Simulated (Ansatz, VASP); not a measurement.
**MgZrF6 in two plane-wave programs**

Wanted: the spread between two codes on one cell, functional and k mesh. The cell is taken from a series of runs on this material, whose earlier steps may have relaxed, scaled, displaced or heated it; both programs get it as it stands.

Calculated with Ansatz 0.2.0; plane waves, with VASP 6.6.1 beside it; dielectric response at LDA.

### Step 1. The starting structure

The structure is cubic, space group Fm-3m (No. 225). The conventional cell has a = 7.976 Å, b = 7.976 Å, c = 7.976 Å, α = 90.00°, β = 90.00°, γ = 90.00°. Mg has 6 F at 1.98 Å nearest. Nearest to Zr lie 6 F at 2.01 Å. Nearest to F lie 1 Mg at 1.98 Å and 1 Zr at 2.01 Å. Farther neighbours and most contacts between anions are not listed.

### Step 2. Ansatz: dielectric response, LDA

Ansatz runs on its default PAW (the set named soft_2) files.

The response to a field tests empty states and converges slowly with the mesh.

Contents of input.yaml:

```yaml
crystal:
  lattice:
    - [0.0, 3.98801655, 3.98801655]
    - [3.98801655, 0.0, 3.98801655]
    - [3.98801655, 3.98801655, 0.0]
  atoms:
    - { symbol: Mg, position: [0.5, 0.5, 0.5] }
    - { symbol: Zr, position: [0.0, 0.0, 0.0] }
    - { symbol: F, position: [0.74762308, 0.25237692, 0.25237692] }
    - { symbol: F, position: [0.25237692, 0.74762308, 0.74762308] }
    - { symbol: F, position: [0.25237692, 0.74762308, 0.25237692] }
    - { symbol: F, position: [0.74762308, 0.25237692, 0.74762308] }
    - { symbol: F, position: [0.25237692, 0.25237692, 0.74762308] }
    - { symbol: F, position: [0.74762308, 0.74762308, 0.25237692] }
kpoints:
  mp_grid: { grid: [6, 6, 6] }
hamiltonian:
  xc: lda
scf:
  occupations: { method: fixed }
dielectric: {}
```

On the command line:

```sh
ansatz run input.yaml --threads 4 --pin off --max-ram 7372MiB --backend cpu --events-out ev --progress --plain --runs-dir out
```

Numbers of over 12 decimals in the logs are rounded to 6 here.

The program printed:

```text
Engine: ansatz 0.2.0, aarch64-unknown-linux-gnu
Pseudopotentials: kind: paw
Pseudopotential: Mg, paw, valence charge 10, recommended cutoff 420 eV (normal), Mg.paw.azcp
Pseudopotential: Zr, paw, valence charge 12, recommended cutoff 420 eV (normal), Zr.paw.azcp
Pseudopotential: F, paw, valence charge 7, recommended cutoff 420 eV (normal), F.paw.azcp
Functional definition: SPW92
  exchange = slater_x
  correlation = pw_c
Crystal: 8 atoms, lattice volume = 126.853 Å³
Basis set: ecut = 420 eV, 2445 PW (Γ), exchange–correlation on 80×80×80 points (8 copies of the dense FFT grid, shifted against one another)
Bands: 40, of which v1, the nominal top of the filled ones, is band 32 counted from 1 (31 counted from 0)
Symmetry: 48 space group operations
k-points: 30 of 216 (irreducible under 8 space group operations, time reversal used)
Non-local potential: Mg, projectors of the file, l = 0: 3, l = 1: 2, l = 2: 1
Non-local potential: Zr, projectors of the file, l = 0: 3, l = 1: 2, l = 2: 2, l = 3: 2
Non-local potential: F, projectors of the file, l = 0: 2, l = 1: 2, l = 2: 1
PAW form: soft (Blöchl's): semilocal exchange-correlation on the pseudo side does not see the compensation charge
PAW frozen core: Mg, regenerated for the run's functional, and the local potential with it (the file was generated under x = pbe(κ = 0.804, μ = 0.219515), c = pbe(β = 0.066725))
PAW frozen core: Zr, regenerated for the run's functional, and the local potential with it (the file was generated under x = pbe(κ = 0.804, μ = 0.219515), c = pbe(β = 0.066725))
PAW frozen core: F, regenerated for the run's functional, and the local potential with it (the file was generated under x = pbe(κ = 0.804, μ = 0.219515), c = pbe(β = 0.066725))
PAW one-centre angular grid: Mg, 110 points (default); XC on 64 Gauss nodes
PAW one-centre angular grid: Zr, 590 points (default); XC on 64 Gauss nodes
PAW one-centre angular grid: F, 110 points (default); XC on 64 Gauss nodes
Initial density: superposition of atomic densities (neutral atoms: chi_scale 0, normalization atom), corrected by the library's trained network
Initial wavefunctions: pseudopotential atomic-orbital guess
Functional: x = slater, c = lda
SCF iter   1: F=—  HF=-10754.421954 eV  |F-HF|=—  |Δ(HF+E_count)|=         —  Δρ=1.81e-2  dr2=3.00e-1  ethr=1.77e-3  ⟨swp⟩=4.4  Hψ=4087  notcnv=0  defer=144
preconditioner: auto → Resta (q_TF=auto, 2.434 Å⁻¹)  ε∞=3.0  [insulator: Δε(μ)=6.529 eV  Ē_g=17.083 eV  n_scr=26 (ndim 8)  ℏωp=24.2 eV  f_vac=0.290  ε∞_Penn≈3.0]
SCF iter   2: F=—  HF=-10754.340713 eV  |F-HF|=—  |Δ(HF+E_count)|=   8.12e-2  Δρ=5.52e-3  dr2=1.65e-2  ethr=4.69e-4  ⟨swp⟩=2.0  Hψ=2221  notcnv=0  defer=150
SCF iter   3: F=—  HF=-10754.335381 eV  |F-HF|=—  |Δ(HF+E_count)|=   5.33e-3  Δρ=1.83e-3  dr2=2.61e-3  ethr=2.57e-5  ⟨swp⟩=2.0  Hψ=1975  notcnv=0  defer=164
SCF iter   4: F=—  HF=-10754.334493 eV  |F-HF|=—  |Δ(HF+E_count)|=   8.88e-4  Δρ=3.31e-4  dr2=7.68e-5  ethr=4.09e-6  ⟨swp⟩=2.1  Hψ=1769  notcnv=0  defer=170
SCF iter   5: F=—  HF=-10754.334485 eV  |F-HF|=—  |Δ(HF+E_count)|=   7.17e-6  Δρ=3.96e-5  dr2=2.71e-6  ethr=1.20e-7  ⟨swp⟩=1.9  Hψ=1271  notcnv=0  defer=93
SCF iter   6: F=—  HF=-10754.334486 eV  |F-HF|=—  |Δ(HF+E_count)|=   8.77e-7  Δρ=1.36e-5  dr2=3.36e-7  ethr=4.24e-9  ⟨swp⟩=2.1  Hψ=1886  notcnv=0  defer=90
SCF iter   7: F=—  HF=-10754.334487 eV  |F-HF|=—  |Δ(HF+E_count)|=   6.78e-7  Δρ=3.45e-6  dr2=2.27e-8  ethr=5.25e-10  ⟨swp⟩=2.2  Hψ=1613  notcnv=0  defer=90
SCF iter   8: F=—  HF=-10754.334487 eV  |F-HF|=—  |Δ(HF+E_count)|=   4.66e-8  Δρ=4.50e-7  dr2=1.79e-10  ethr=3.55e-11  ⟨swp⟩=2.1  Hψ=1765  notcnv=0  defer=90
SCF iter   9: F=-10754.334487 eV  HF=-10754.334487 eV  |F-HF|=3.64e-12  |Δ(HF+E_count)|=  1.91e-10  Δρ=1.06e-7  dr2=6.03e-12  ethr=1.00e-12  ⟨swp⟩=9.9  Hψ=4207  notcnv=0
SCF 1 converged in 9 iterations: F = -10754.334487 eV  dr2 = 6.03e-12
  greatest PAW one-centre occupation: 1.000 electrons in one spin orbital (limit 2), on the Mg atom at site 0 (counted from 0), in its partial waves of l = 1
NSCF: frozen V_eff on 2 k-points
DFPT response loops at Γ: preconditioner auto → none (the input reference at scf.mixing.eps_inf says where Resta's filter doesn't serve); β = 0.50; Broyden in place of MSR1
SCF converged after 9 iterations
Free energy (F): -10754.334487 eV
Harris-Foulkes:  -10754.334487 eV  (|F-HF|=3.64e-12)
Internal energy: -10754.334487 eV  (E = F + TS)
E sigma→0 (E₀):  -10754.334487 eV
Fermi energy:    -0.585182 eV
--- Per-component energies (eV) ---
  E_band       = -920.527168
  E_kinetic    = 1641.206668
  E_local      = -7337.058620  (includes V_loc(G=0)·N_el)
  E_nonlocal   = 628.798987
  E_hartree    = 2745.838853
  E_xc         = -656.591000
  E_vxc        = -832.965380  (∫ρ·V_xc dr)
  E_paw        = -4244.219004  (= ΣΔE_a)
  E_vpaw       = -512.198548  (= ΣTr[D̂ρ^β])
  E_aug_tail   = 0.012076  (compensation charges beyond the density's cutoff)
  E_ewald      = -3533.522839
  E_core_change = 1.200391  (= ΣΔE_core)
  E_smearing   = -0.000000  (= −TS)
  E_closure    = -0.000000  (closes the sum)
  Σ components = -10754.334487   (vs F -10754.334487, Δ=0.00e0)
--- Band table (eV; the first three rows and the last of 30) ---
  k-point 0: bands = [... 28 lower, -1.1899, -0.5852, -0.5852, -0.5852, 6.2323, 6.2323, 6.2323, 6.8748, ... 4 higher]
  k-point 1: bands = [... 28 lower, -1.1645, -0.6506, -0.6506, -0.6294, 6.2496, 6.2728, 6.2728, 7.1780, ... 4 higher]
  k-point 2: bands = [... 28 lower, -1.0575, -0.8250, -0.8250, -0.7453, 6.2794, 6.3519, 6.3519, 7.9943, ... 4 higher]
  k-point 29: bands = [... 28 lower, -1.3220, -1.2772, -1.0191, -0.7022, 6.3119, 6.4281, 6.4844, 8.9247, ... 4 higher]
--- Dielectric response (ions clamped): 1 representative field direction + reference, on 30 of 216 k-points (Σ response iterations 8) ---
  k mesh reduced under 8 symmetry operations, with k and −k counted as one. Each operation leaves every solved perturbation unchanged. A smaller set is not considered because the run solves the response to a homogeneous field
  ε∞ (high-frequency dielectric tensor):
        2.054820    -0.000000    -0.000000
        0.000000     2.054820    -0.000000
        0.000000     0.000000     2.054820
  Born effective charges Z* (e; rows j = field, columns β = displacement):
    site 0:
         2.40883   -0.00000   -0.00000
         0.00000    2.40883   -0.00000
        -0.00000    0.00000    2.40883
    site 1:
         4.37459   -0.00000   -0.00000
         0.00000    4.37459   -0.00000
        -0.00000    0.00000    4.37459
    site 2:
        -2.10498   -0.00000   -0.00000
        -0.00000   -0.64336   -0.00000
         0.00000    0.00000   -0.64336
    site 3:
        -2.10498    0.00000   -0.00000
         0.00000   -0.64336   -0.00000
         0.00000    0.00000   -0.64336
    site 4:
        -0.64336    0.00000   -0.00000
         0.00000   -2.10498   -0.00000
        -0.00000   -0.00000   -0.64336
    site 5:
        -0.64336   -0.00000   -0.00000
        -0.00000   -2.10498   -0.00000
        -0.00000   -0.00000   -0.64336
    site 6:
        -0.64336   -0.00000    0.00000
         0.00000   -0.64336    0.00000
         0.00000    0.00000   -2.10498
    site 7:
        -0.64336   -0.00000   -0.00000
         0.00000   -0.64336    0.00000
        -0.00000    0.00000   -2.10498
  Z* charge neutrality: 8.966e-5 e pre-enforcement
  k-mesh period / interband length: 33.8 Å / 0.88 Å = 38.63 at k = (0.0000, 0.0000, 0.0000), direct gap 6.817 eV — 14 or more, which is no proof of convergence
```

(Part 1 of 2 ends here.)

[Lines on the potential files, build, host, timing and source positions are cut from VASP's logs without a mark.]

[Logs are printed without paths, hosts, clocks, repeated set-up lines and the standing remarks that a program may print on its own settings, such as how far it seeks lower states.]

[Hosts, paths, dates, database ids (printed as entryN), source tags and the programs' standing remarks are cut or masked in the printed files.]
